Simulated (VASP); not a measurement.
An input for Ansatz (written as the equivalent of a VASP run, and not itself run):

Ansatz 0.2 input:
```yaml
crystal:
  lattice:
    - [5.3096359, 0.0000000, 0.0000000]
    - [0.0000000, 5.3096359, 0.0000000]
    - [0.0000000, 0.0000000, 5.4800026]
  atoms:
    - { symbol: Cs, position: [0.0000000, 0.0000000, 0.0000000] }
    - { symbol: Hg, position: [0.5000000, 0.5000000, 0.5000000] }
    - { symbol: Br, position: [0.5000000, 0.5000000, 0.0000000] }
    - { symbol: Cl, position: [0.5000000, 0.0000000, 0.5000000] }
    - { symbol: Cl, position: [0.0000000, 0.5000000, 0.5000000] }
kpoints:
  mp_grid: { grid: [5, 5, 5] }
hamiltonian:
  xc: pbesol
  pseudopotentials: { kind: paw }
scf:
  occupations: { method: methfessel_paxton, width: 0.1 }
  max_iter: 100
relax:
  max_steps: 60
  f_tol: 0.02
  cell: {}
output: { forces: true, stress: true, eigenvalues: true }
```

Problem. Write the VASP files for the same calculation (PBEsol).

Solution. This is not unique; one that fits is 
File POSCAR:
```
CsHgBrCl2
1.0
  5.3096358934   0.0000000000   0.0000000000
  0.0000000000   5.3096358934   0.0000000000
  0.0000000000   0.0000000000   5.4800025621
Cs Hg Br Cl
1 1 1 2
Direct
  0.0000000000   0.0000000000   0.0000000000
  0.5000000000   0.5000000000   0.5000000000
  0.5000000000   0.5000000000   0.0000000000
  0.5000000000   0.0000000000   0.5000000000
  0.0000000000   0.5000000000   0.5000000000
```

**INCAR**
```
LMAXMIX=6
NELM=100   ! most electronic steps
LCHARG=.FALSE.
IBRION=2
LASPH=.TRUE.   ! aspherical one-centre terms
LREAL=.FALSE.   ! projection in real space or not
GGA=PS
ISMEAR=1
EDIFF=1E-6
PREC=Accurate
NSW=60
ISIF=3   ! ions, shape and volume
ALGO=Normal   ! blocked Davidson
SYSTEM=CsHgBrCl2
ENCUT=400
EDIFFG=-0.02
LWAVE=.FALSE.
SIGMA=0.1   ! width (eV)
```

**KPOINTS**
```
kpoints
0
Gamma
 5 5 5
```

POTCAR, in this order: Cs_sv Hg Br Cl (PBE.64 set). Program: vasp_std.

What does not carry over: each code has its own PAW files, so the cut-off isn't converted (ENCUT is set for VASP's; basis.ecutwfc is left out, and Ansatz then takes the one that its files recommend); Ansatz stops its SCF on the density residual and VASP on the energy change (EDIFF).

The structure comes from a computed database's CsHgBrCl2 entry (P4/mmm); how it stands against other phases isn't given here. This run relaxes it. Symmetry was kept, so distortions that lower it aren't found. The start is the result of an earlier pass.
